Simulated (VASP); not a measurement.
```yaml
crystal:
  lattice:
    - [2.77972, 0.00000, 0.00000]
    - [-1.38986, 2.40731, 0.00000]
    - [0.00000, 0.00000, 4.66545]
  atoms:
    - { symbol: Co, position: [0.00000, 0.00000, 0.00000] }
    - { symbol: Co, position: [0.00000, 0.00000, 0.50000] }
    - { symbol: C, position: [0.33333, 0.66667, 0.25000] }
    - { symbol: C, position: [0.66667, 0.33333, 0.75000] }
```

Calculation: PBEsol GGA, VASP's PBE PAW potentials (set 64) (plane waves; VASP 6.6.1). Numerical set-up: 520 eV cut-off, 14×14×8 Γ-centred mesh, tetrahedra with Blöchl corrections, potentials Co C.

The cores are frozen, which limits the accuracy of field gradients.

Give the principal components of the electric field gradient (V/Å²) and the asymmetry η at each nucleus.

| atom | Vxx | Vyy | Vzz | η |
|---|---|---|---|---|
| Co1 | -0.7 | -0.7 | 1.4 | 0.00 |
| Co2 | -0.7 | -0.7 | 1.4 | 0.00 |
| C3 | -1.8 | -1.8 | 3.6 | 0.00 |
| C4 | -1.8 | -1.8 | 3.6 | 0.00 |

The structure was generated: CoC was put into the NiAs type type (P6_3/mmc), which need not be its known phase. It was relaxed first, which changed the volume by -22 %. The run is not spin-polarised, so no magnetic state was tried.
